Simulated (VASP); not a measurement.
Output of a VASP run:

**OSZICAR**
```
       N       E                     dE             d eps       ncg     rms           ort
DAV:   1     0.187470815911E+03    0.18747E+03   -0.12741E+04  2934   0.225E+03
DAV:   2     0.876332985864E+01   -0.17871E+03   -0.17686E+03  2934   0.410E+02
DAV:   3    -0.714216355047E+01   -0.15905E+02   -0.15716E+02  2934   0.131E+02
DAV:   4    -0.759423961269E+01   -0.45208E+00   -0.45114E+00  2934   0.243E+01
DAV:   5    -0.761132410638E+01   -0.17084E-01   -0.17084E-01  2934   0.422E+00
SDA:   6    -0.757401154159E+01    0.37313E-01   -0.17084E-01  2934   0.127E+00   0.000E+00
CGA:   7    -0.758783058953E+01   -0.13819E-01   -0.13798E-01  2934   0.493E-02  -0.599E-03
CGA:   8    -0.758980067755E+01   -0.19701E-02   -0.19706E-02  2934   0.136E-02  -0.182E-05
CGA:   9    -0.759022352202E+01   -0.42284E-03   -0.42105E-03  2934   0.388E-03   0.180E-04
CGA:  10    -0.759038450280E+01   -0.16098E-03   -0.16155E-03  2934   0.110E-03  -0.300E-05
CGA:  11    -0.759041279407E+01   -0.28291E-04   -0.28151E-04  2934   0.257E-04   0.800E-05
SDA:  12    -0.759042245763E+01   -0.96636E-05   -0.10676E-04  2934   0.156E-04  -0.699E-05
CGA:  13    -0.759042450982E+01   -0.20522E-05   -0.24131E-05  2934   0.241E-05   0.354E-05
SDA:  14    -0.759042523110E+01   -0.72127E-06   -0.72333E-06  2934   0.136E-05   0.699E-06
   1 F= -.75904252E+01 E0= -.75902734E+01  d E =-.455643E-03
```

OUTCAR:
```
------------------------ aborting loop because EDIFF is reached ----------------------------------------
  FORCE on cell =-STRESS in cart. coord.  units (eV):
  Direction    XX          YY          ZZ          XY          YZ          ZX
  --------------------------------------------------------------------------------------
  Total        0.9310760      0.9310760      0.8036664      0.0000000     -0.0000000      0.0000000
  in kB       27.6033296     27.6033296     23.8260564      0.0000000     -0.0000000      0.0000000
  external PRESSURE =      26.3442385 kB  Pullay stress =       0.0000000 kB
  volume of cell :       54.04
      direct lattice vectors                 reciprocal lattice vectors
    -2.915000000  2.915000000  1.590000000     0.000000000  0.171526587  0.314465409
     2.915000000 -2.915000000  1.590000000     0.171526587  0.000000000  0.314465409
     2.915000000  2.915000000 -1.590000000     0.171526587  0.171526587  0.000000000
 POSITION                                       TOTAL-FORCE (eV/Angst)
 -----------------------------------------------------------------------------------
      2.91500     -0.00000      0.79500         0.000000     -0.000000     -0.000000
      0.00000      0.00000      0.00000        -0.000000      0.000000      0.000000
 -----------------------------------------------------------------------------------
    total drift:                                0.000000     -0.000000      0.000000
  FREE ENERGIE OF THE ION-ELECTRON SYSTEM (eV)
  ---------------------------------------------------
  free  energy   TOTEN  =        -7.5904252311 eV

  energy  without entropy=       -7.5899695881  energy(sigma->0) =       -7.59027335
```
(Selected blocks of OUTCAR.)

### POSCAR
```
Sn
1
   -2.9150000000     2.9150000000     1.5900000000
    2.9150000000    -2.9150000000     1.5900000000
    2.9150000000     2.9150000000    -1.5900000000
Sn
2
Direct
  0.2500000000   0.7500000000   0.5000000000
  0.0000000000   0.0000000000   0.0000000000
```

Task: Reconstruct the remaining input files.

Result: One answer among several that fit: the input of the run itself, PBE GGA, plane waves, VASP's PBE PAW potentials (set 64).

INCAR:
```
SYSTEM=Sn
PREC=Accurate; ENCUT=400; LREAL=F
LASPH=T
EDIFF=1E-6; NELM=100; ALGO=Conjugate
LMAXMIX=4
ISMEAR=1; SIGMA=0.1
GGA=PE
ISIF=2
LWAVE=F; LCHARG=F
```

### KPOINTS
```
Automatic mesh
0
Gamma
12 12 12
0 0 0
```

POTCAR, in this order: Sn_d (PBE.64 set). Program: vasp_std.

The compound is Sn in the beta structure. The cell was not relaxed at this level. The run is one of a series of settings (ALGO = Conjugate against the base run), some of them coarse on purpose.
